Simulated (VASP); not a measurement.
Set up this calculation in VASP 6.6.1, as the native input.

| Property | Result |
| --- | --- |
| Task | relaxation of cell and atoms |
| Functional | PBE |
| Potentials or basis | VASP PAW PBE potentials, release 64 (Mg, Cd, Se, O) |
| Cutoff | 520 eV |
| k mesh | 4 × 4 × 2 |
| Occupations | gaussian, width 0.15 eV |
| Spin | no spin polarisation |
| Further INCAR settings | PREC = Normal; ALGO = Fast; EDIFF = 0.0001; IBRION = 2; EDIFFG = -0.08; NSW = 24; ISIF = 3 |

The structure of Mg3CdSe2O2 lies in POSCAR:

```
Mg3CdSe2O2
1.0
    2.2501852700     -4.8438758800      0.0000000000
    2.2501852700      4.8438758800      0.0000000000
    0.0000000000      0.0000000000      7.6961925300
Mg Cd Se O
3 1 2 2
Direct
    0.0000000000      0.0000000000      0.2530798100
    0.0000000000      0.0000000000      0.7469201900
    0.5000000000      0.5000000000      0.0000000000
    0.5000000000      0.5000000000      0.5000000000
    0.8746049800      0.1253950200      0.0000000000
    0.1253950200      0.8746049800      0.0000000000
    0.6700382000      0.3299618000      0.5000000000
    0.3299618000      0.6700382000      0.5000000000
```

The cell was built by a generator and needn't be a form met in nature.

One way to write it, as run:

INCAR

```
PREC = Normal
ENCUT = 520
EDIFF = 1E-4
ISMEAR = 0
SIGMA = 0.15
LREAL = F
LASPH = T
NELM = 60
ALGO = Fast
ISIF = 3
LWAVE = F
LCHARG = F
GGA = PE
IBRION = 2
NSW = 24
EDIFFG = -0.08
```

KPOINTS

```
regular mesh
0
Gamma
  4 4 2
```

Potentials or basis: VASP PAW PBE potentials, release 64 (Mg, Cd, Se, O).

Run with:

```console
$ cat potpaw_PBE.64/Mg/POTCAR potpaw_PBE.64/Cd/POTCAR potpaw_PBE.64/Se/POTCAR potpaw_PBE.64/O/POTCAR > POTCAR
$ mpirun -np 1 vasp_std > vasp.out
```

Results of the run:

| Property | Result |
| --- | --- |
| Relaxed volume | 22.66 Å³/atom |
| Relaxed cell | a = 5.767 Å, b = 5.767 Å, c = 7.269 Å, α = 90.00°, β = 90.00°, γ = 131.40° |
| Space group after relaxing (to 0.05 Å) | Cmmm (No. 65) |
| Energy gained by relaxing | 840.6 meV/atom |
| Ionic steps | 18 |
| Pressure after relaxing | 0.0 GPa |
| Largest force after relaxing | 0.039 eV/Å |
| Band gap on the k mesh | none (metal or under the smearing width) |

Caveat: the k mesh is coarse (spacing up to 0.41 Å⁻¹), so the values aren't converged; the relaxation stopped at a loose force limit of 0.08 eV/Å, so its end isn't a converged minimum.

Wall time 23 min on 1 thread of Intel(R) Xeon(R) Platinum 8375C CPU @ 2.90GHz (Ice Lake), on a shared host, peak memory 0.26 GiB.
